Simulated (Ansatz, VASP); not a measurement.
## One calculation of CuSn3, two programs

```
Sn Cu
1.0
     6.71004    0.00000    0.00000
    -3.35502    5.81106    0.00000
     0.00000    0.00000    5.07067
Sn Cu
6 2
Direct
  0.17234 0.34468 0.25000
  0.17234 0.82766 0.25000
  0.65532 0.82766 0.25000
  0.82766 0.65532 0.75000
  0.82766 0.17234 0.75000
  0.34468 0.17234 0.75000
  0.33333 0.66667 0.75000
  0.66667 0.33333 0.25000
```

Change from the starting cell: volume scaled by 1.04.

Alike in both runs: task single point; functional PBE; k mesh 5 × 5 × 6; occupations fermi-dirac, width 0.05 eV; no spin polarisation.

```csv
,VASP,Ansatz
version,VASP 6.6.1,Ansatz 0.2.0
potentials or method,"VASP PAW PBE potentials, release 64 (Sn_d, Cu)",Ansatz PAW
plane-wave cutoff (eV),520,420
valence electrons in the cell,106,122
```

```csv
,VASP,Ansatz,Ansatz less VASP
gap on the k mesh at the Fermi level (eV),none,none,-
pressure (GPa),-1.8,-1.8,+0.03
largest component of the traceless stress (GPa),0.17,0.19,+0.025
rms of the force components (eV/Å),0.119,0.121,+0.0024
```

Atom by atom the forces differ by 0.002 eV/Å (rms over components). A gap of «none» marks a metal or a gap that the smearing closes. The two sets of potentials don't hold the same shells in valence.
